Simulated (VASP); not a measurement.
Computed with rev-vdW-DF2, VASP's PBE PAW potentials (set 64) (plane waves; VASP).

A VASP calculation is set up with these files.

File POSCAR:
```
Tm
1.0
  1.7601377218  -3.0486480319   0.0000000000
  1.7601377218   3.0486480319   0.0000000000
  0.0000000000   0.0000000000   5.4320145870
Tm
2
Cartesian
  1.7601377218   1.0162180431   1.3580036468
  1.7601377218  -1.0162180431   4.0740109402
```

KPOINTS:
```
Automatic mesh
0
Gamma
13 13 8
0 0 0
```

INCAR:
```
SYSTEM = Tm
PREC = Accurate
ENCUT = 520
EDIFF = 1E-7
NELM = 100
ALGO = Normal
LREAL = .FALSE.
LASPH = .TRUE.
ISMEAR = -5
GGA = MK
PARAM1 = 0.1234568
PARAM2 = 0.7114
ZAB_VDW = -1.8867
LUSE_VDW = .TRUE.
AGGAC = 0.0
LMAXMIX = 6
LWAVE = .FALSE.
LCHARG = .TRUE.
LORBIT = 11
NEDOS = 601
ISIF = 2
```

POTCAR, in this order: Tm_3 (PBE.64 set). Program: vasp_std.

The resulting files:

File OUTCAR:
```
 ion  position               nearest neighbor table
   1  0.333  0.667  0.250-   2 3.39   2 3.39   2 3.39   2 3.39   2 3.39   2 3.39
   2  0.667  0.333  0.750-   1 3.39   1 3.39   1 3.39   1 3.39   1 3.39   1 3.39
  LATTYP: Found a hexagonal cell.
 ALAT       =     3.5202755037
 C/A-ratio  =     1.5430651894
 Subroutine PRICEL returns:
 Original cell was already a primitive cell.
 Subroutine GETGRP returns: Found 24 space group operations
The static configuration has the point symmetry D_3d.
 The point group associated with its full space group is D_6h.
The dynamic configuration has the point symmetry D_3d.
 Subroutine INISYM returns: Found 24 space group operations
 Subroutine IBZKPT returns following result:
 Found    105 irreducible k-points:

 Following reciprocal coordinates:
            Coordinates               Weight
  0.000000  0.000000  0.000000      1.000000
  0.076923 -0.000000  0.000000      6.000000
  0.153846 -0.000000  0.000000      6.000000
  0.230769 -0.000000  0.000000      6.000000
  0.307692 -0.000000  0.000000      6.000000
  0.384615 -0.000000  0.000000      6.000000
  0.461538  0.000000  0.000000      6.000000
  0.076923  0.076923  0.000000      6.000000
  0.153846  0.076923  0.000000     12.000000
  0.230769  0.076923  0.000000     12.000000
  0.307692  0.076923  0.000000     12.000000
  0.384615  0.076923  0.000000     12.000000
  0.461538  0.076923  0.000000      6.000000
  0.153846  0.153846  0.000000      6.000000
  0.230769  0.153846  0.000000     12.000000
  0.307692  0.153846  0.000000     12.000000
  0.384615  0.153846  0.000000     12.000000
  0.230769  0.230769  0.000000      6.000000
  0.307692  0.230769  0.000000     12.000000
  0.384615  0.230769  0.000000      6.000000
  0.307692  0.307692  0.000000      6.000000
  0.000000  0.000000  0.125000      2.000000
  0.076923 -0.000000  0.125000     12.000000
  0.153846 -0.000000  0.125000     12.000000
  0.230769 -0.000000  0.125000     12.000000
  0.307692 -0.000000  0.125000     12.000000
  0.384615 -0.000000  0.125000     12.000000
  0.461538  0.000000  0.125000     12.000000
  0.076923  0.076923  0.125000     12.000000
  0.153846  0.076923  0.125000     24.000000
  0.230769  0.076923  0.125000     24.000000
  0.307692  0.076923  0.125000     24.000000
  0.384615  0.076923  0.125000     24.000000
  0.461538  0.076923  0.125000     12.000000
  0.153846  0.153846  0.125000     12.000000
  0.230769  0.153846  0.125000     24.000000
  0.307692  0.153846  0.125000     24.000000
  0.384615  0.153846  0.125000     24.000000
  0.230769  0.230769  0.125000     12.000000
  0.307692  0.230769  0.125000     24.000000
   k-points           NKPTS =    105   k-points in BZ     NKDIM =    105   number of bands    NBANDS=     13
   number of dos      NEDOS =    601   number of ions     NIONS =      2
   total plane-waves  NPLWV =  31360
   dimension x,y,z NGX =    28 NGY =   28 NGZ =   40
   dimension x,y,z NGXF=    56 NGYF=   56 NGZF=   80
   ions per type =               2
   PREC   = accura    normal or accurate (medium, high low for compatibility)
   ISTART =      0    job   : 0-new  1-cont  2-samecut
   ICHARG =      2    charge: 1-file 2-atom 10-const
   ISPIN  =      1    spin polarized calculation?
   LNONCOLLINEAR =      F non collinear calculations
   LSORBIT =      F    spin-orbit coupling
   INIWAV =      1    electr: 0-lowe 1-rand  2-diag
   ENCUT  =  520.0 eV  38.22 Ry    6.18 a.u.   6.55  6.55 10.10*2*pi/ulx,y,z
   NELM   =    100;   NELMIN=  2; NELMDL= -5     # of ELM steps
   EDIFF  = 0.1E-06   stopping-criterion for ELM
   LREAL  =      F    real-space projection
...
```

File OSZICAR:
```
       N       E                     dE             d eps       ncg     rms          rms(c)
DAV:   1     0.704023992213E+02    0.70402E+02   -0.84215E+03  2746   0.131E+03
DAV:   2     0.805817439912E-01   -0.70322E+02   -0.69353E+02  2822   0.403E+02
DAV:   3    -0.431851725138E+01   -0.43991E+01   -0.41665E+01  4527   0.620E+01
DAV:   4    -0.442657695190E+01   -0.10806E+00   -0.10530E+00  4396   0.783E+00
DAV:   5    -0.442780195527E+01   -0.12250E-02   -0.12165E-02  3825   0.723E-01    0.241E+01
DAV:   6    -0.443861303254E+01   -0.10811E-01   -0.26682E-02  4296   0.193E+00    0.144E+01
DAV:   7    -0.445573306362E+01   -0.17120E-01   -0.50828E-02  4167   0.265E+00    0.370E-01
DAV:   8    -0.445565448388E+01    0.78580E-04   -0.29374E-03  3553   0.491E-01    0.672E-02
DAV:   9    -0.445568680707E+01   -0.32323E-04   -0.20472E-04  4456   0.149E-01    0.287E-02
DAV:  10    -0.445568575687E+01    0.10502E-05   -0.27544E-05  3935   0.490E-02    0.417E-02
DAV:  11    -0.445568588097E+01   -0.12409E-06   -0.36622E-06  3513   0.181E-02    0.197E-03
DAV:  12    -0.445568617989E+01   -0.29893E-06   -0.31474E-07  2541   0.589E-03    0.132E-03
DAV:  13    -0.445568618097E+01   -0.10737E-08   -0.36746E-08  1810   0.273E-03
   1 F= -.44556862E+01 E0= -.44556862E+01  d E =0.000000E+00
```

### OUTCAR
```
------------------------ aborting loop because EDIFF is reached ----------------------------------------
  FORCE on cell =-STRESS in cart. coord.  units (eV):
  Direction    XX          YY          ZZ          XY          YZ          ZX
  --------------------------------------------------------------------------------------
  Total        0.0212633      0.0212633      0.1197346      0.0000000      0.0000000      0.0000000
  in kB        0.5843814      0.5843815      3.2906791      0.0000000      0.0000000      0.0000000
  external PRESSURE =       1.4864807 kB  Pullay stress =       0.0000000 kB
  volume of cell :       58.30
      direct lattice vectors                 reciprocal lattice vectors
     1.760137722 -3.048648032  0.000000000     0.284068680 -0.164007125  0.000000000
     1.760137722  3.048648032  0.000000000     0.284068680  0.164007125  0.000000000
     0.000000000  0.000000000  5.432014587     0.000000000  0.000000000  0.184093762
 POSITION                                       TOTAL-FORCE (eV/Angst)
 -----------------------------------------------------------------------------------
      1.76014      1.01622      1.35800        -0.000000      0.000000      0.000000
      1.76014     -1.01622      4.07401         0.000000     -0.000000      0.000000
 -----------------------------------------------------------------------------------
    total drift:                                0.000000      0.000069     -0.000012
  FREE ENERGIE OF THE ION-ELECTRON SYSTEM (eV)
  ---------------------------------------------------
  free  energy   TOTEN  =        -4.4556861810 eV

  energy  without entropy=       -4.4556861810  energy(sigma->0) =       -4.45568618

 total charge

# of ion       s       p       d       tot
------------------------------------------
    1        0.561   6.589   1.118   8.268
    2        0.561   6.589   1.118   8.268
--------------------------------------------------
tot          1.121  13.179   2.237  16.537
```
(Selected blocks of OUTCAR.)

File OUTCAR:
```
 val. band max:        2.9453440511   @ k =   0.3846  -0.0000   0.0000

 cond. band min:       2.9534442078   @ k =   0.1538   0.1538   0.3750


 Fermi energy:         2.9595644931

 k-point     1 :       0.0000    0.0000    0.0000
  band No.  band energies     occupation
      1     -22.6793      2.00000
      2     -22.1427      2.00000
      3     -22.1427      2.00000
      4     -22.0311      2.00000
      5     -22.0311      2.00000
      6     -21.9772      2.00000
      7      -2.7885      2.00000
      8       0.6184      2.00000
      9       4.1454      0.00000
     10       4.9678      0.00000
     11       4.9678      0.00000
     12       5.5237      0.00000
     13       5.7507      0.00000

 k-point     2 :       0.0769   -0.0000    0.0000
  band No.  band energies     occupation
      1     -22.6674      2.00000
      2     -22.1656      2.00000
      3     -22.1509      2.00000
      4     -22.0557      2.00000
      5     -22.0338      2.00000
      6     -21.9834      2.00000
      7      -2.6428      2.00000
      8       0.7613      2.00000
      9       3.9878      0.00000
     10       4.6035      0.00000
     11       5.1055      0.00000
     12       5.5640      0.00000
     13       5.7998      0.00000

 k-point     3 :       0.1538   -0.0000    0.0000
  band No.  band energies     occupation
      1     -22.6328      2.00000
      2     -22.2293      2.00000
      3     -22.1728      2.00000
      4     -22.1223      2.00000
      5     -22.0419      2.00000
      6     -22.0019      2.00000
      7      -2.2213      2.00000
      8       1.1548      2.00000
      9       3.5816     -0.00375
     10       4.0045      0.00000
     11       5.1401      0.00000
     12       5.5132      0.00000
     13       5.6293      0.00000

 k-point     4 :       0.2308   -0.0000    0.0000
  band No.  band energies     occupation
      1     -22.5797      2.00000
      2     -22.3196      2.00000
      3     -22.2127      2.00000
...
```

The 4f electrons are frozen in the core of the lanthanide potential, so 4f levels, which can set the real gap, and their magnetism are missing. For a metal the tetrahedron method with Blöchl corrections gives inexact stress and forces.

The compound is Tm in the hcp structure. It was relaxed first.
